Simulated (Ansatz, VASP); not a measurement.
## Be2B3: VASP beside Ansatz

```
Be B
1.0
     3.21840    0.00000    0.00000
    -1.60920    2.78722    0.00000
     0.00000    0.00000    3.95208
Be B
2 3
Direct
  0.66667 0.33333 0.50000
  0.33333 0.66667 0.00000
  0.00000 0.00000 0.74540
  0.00000 0.00000 0.25460
  0.66667 0.33333 0.00000
```

Change from the starting cell: species swapped into the Fe3Ge2 type (P-6m2, No. 187).

Alike in both runs: task single point; functional PBE; k mesh 6 × 6 × 4; occupations gaussian, width 0.1 eV; no spin polarisation.

|  | VASP | Ansatz |
| --- | --- | --- |
| version | VASP 6.6.1 | Ansatz 0.2.0 |
| potentials or method | VASP PAW PBE potentials, release 64 (Be, B) | scalar-relativistic, plane waves, PAW |
| plane-wave cutoff (eV) | 520 | 420 |
| valence electrons in the cell | 13 | 13 |

|  | VASP | Ansatz | Ansatz less VASP |
| --- | --- | --- | --- |
| gap on the k mesh at the Fermi level (eV) | none | none | - |
| pressure (GPa) | -1.0 | -1.1 | -0.10 |
| largest component of the traceless stress (GPa) | 19.04 | 19.06 | +0.015 |
| rms of the force components (eV/Å) | 0.329 | 0.329 | -0.0002 |

Atom by atom the forces differ by 0.000 eV/Å (rms over components). A gap of «none» marks a metal or a gap that the smearing closes.

Caveats: the k mesh is coarse (spacing up to 0.40 Å⁻¹), so the values aren't converged.
